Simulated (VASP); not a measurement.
```
CELL_PARAMETERS angstrom
      0.00000     3.00000     3.00000
      3.00000     0.00000     3.00000
      3.00000     3.00000     0.00000
ATOMIC_POSITIONS crystal
  Al 0.27595 0.23969 0.24515
  Al 0.73603 0.74255 0.75139
  Au 0.98802 0.01776 0.00346
```

Method: LDA (Ceperley-Alder, Perdew-Zunger), VASP's LDA PAW potentials (set 64) (plane waves; VASP 6.6.1). Settings: 300 eV cut-off, 9×9×9 Γ-centred mesh shifted by (0.5, 0.5, 0.5), Gaussian smearing of 0.10 eV, potentials Al Au.

At this cut-off the stress carries a Pulay error, which pulls relaxed volumes low.

### Question
Give the force on each atom (eV/Å).

### Answer

```tsv
atom	Fx	Fy	Fz
Al1	0.525	-0.554	-0.424
Al2	0.267	0.098	0.472
Au3	-0.792	0.456	-0.048
```

### Question
Give the stress tensor in GPa (positive for a compressed cell).

### Answer

```
-1.96  -2.34  -1.65
-2.34  -1.47   0.61
-1.65   0.61  -1.38
```
The pressure is its mean diagonal, -1.60 GPa.

The structure is a typed AuAl2 crystal. The cell was not relaxed at this level, atoms are displaced from their ideal sites. The electron count is odd and the run is not spin-polarised, which forces a metal.
